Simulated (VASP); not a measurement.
Runs of VASP 6.6.1 on GeCN2. All rows change the cell; the cell of one of them follows. Symmetry: R-3m, No. 166, trigonal system. The conventional cell has a = 3.408 Å, b = 3.408 Å, c = 14.397 Å, α = 90.00°, β = 90.00°, γ = 120.00°. Around Ge (site symmetry -3m) lie 6 N at 2.30 Å. C (site symmetry -3m) has 2 N at 1.21 Å as nearest neighbours. N (site symmetry 3m) is surrounded by 1 C at 1.21 Å. The cell comes from a database or a generator and needn't be the stable form of this composition.

| cell | gap on the mesh (eV) | pressure (GPa) | largest force (eV/Å) |
| --- | --- | --- | --- |
| strain -0.050 along x and y, -0.025 along z, atoms carried along | 0.72 | 12.1 | 2.50 |
| strain +0.050 along x and y, -0.050 along z, atoms carried along | 0.61 | (a) | 6.21 |
| strain +0.050 along x and y, +0.000 along z, atoms carried along | 0.96 | -6.8 | (c) |
| strain -0.050 along x and y, +0.000 along z, atoms carried along | 0.96 | (b) | - |

Alike in all rows: task single point; level PBEsol; potentials or basis VASP PAW PBE potentials, release 64 (Ge_d, C, N); no spin polarisation; k mesh 9 × 9 × 9; cutoff (eV) 520; smearing gaussian 0.05 eV.

Task: Fill in the values left out.

Result: (a) 8.2; (b) 2.7; (c) 0.41.

Caveats: the standard files for N, O and F lose accuracy on very short bonds; the PAW data sets were made with another functional, which shifts forces and pressure a little; an odd mesh through Γ misses points on the zone boundary, where band edges often lie.

A k mesh can miss the band edges, and the runs leave out spin-orbit coupling on Ge.
